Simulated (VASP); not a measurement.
Computed with PBE GGA, VASP's PBE PAW potentials (set 64) (plane waves; VASP).

The input files of a VASP run:

### KPOINTS
```
Automatic
0
G
 12 12 6
0 0 0
```

### INCAR
```
SYSTEM = Cd
PREC = Accurate; ENCUT = 400; LREAL = Auto
LASPH = .True.
EDIFF = 1E-6; NELM = 100; ALGO = Normal
LMAXMIX = 4
ISMEAR = 1; SIGMA = 0.1
GGA = PE
ISIF = 2
LWAVE = .False.; LCHARG = .False.
```

File POSCAR:
```
Cd
1.0
  1.5198000000  -2.6323710000   0.0000000000
  1.5198000000   2.6323710000   0.0000000000
  0.0000000000   0.0000000000   5.7324000000
Cd
2
Cartesian
  1.5198000000   0.8774587549   1.4331000000
  1.5198000000  -0.8774587549   4.2993000000
```

POTCAR, in this order: Cd (PBE.64 set). Program: vasp_std.

### Question
Estimate the energy per atom (σ→0), band gap (on the k-mesh).

### Answer

| Item | Value |
|---|---|
| energy per atom (σ→0) | -0.745 eV/atom |
| band gap (on the k-mesh) | none (metal, semimetal or under 0.01 eV) |

File OSZICAR:
```
...
DAV:   5    -0.157764575915E+01   -0.89795E-05   -0.89795E-05  2896   0.818E-02    0.393E+00
DAV:   6    -0.149337955802E+01    0.84266E-01   -0.25807E-01  2616   0.638E+00    0.322E+00
DAV:   7    -0.148986691746E+01    0.35126E-02   -0.26917E-02  2760   0.164E+00    0.158E+00
DAV:   8    -0.149037123234E+01   -0.50431E-03   -0.31979E-03  2632   0.800E-01    0.872E-02
DAV:   9    -0.149042601677E+01   -0.54784E-04   -0.29728E-05  3136   0.606E-02    0.308E-02
DAV:  10    -0.149045952212E+01   -0.33505E-04   -0.33054E-05  2656   0.666E-02    0.283E-03
DAV:  11    -0.149045990199E+01   -0.37987E-06   -0.22960E-08  1800   0.164E-03
   1 F= -.14904599E+01 E0= -.14906908E+01  d E =0.692789E-03
```

The compound is Cd in the hcp structure. The cell was not relaxed at this level. The run is one of a series of settings (LREAL = Auto against the base run), some of them coarse on purpose.
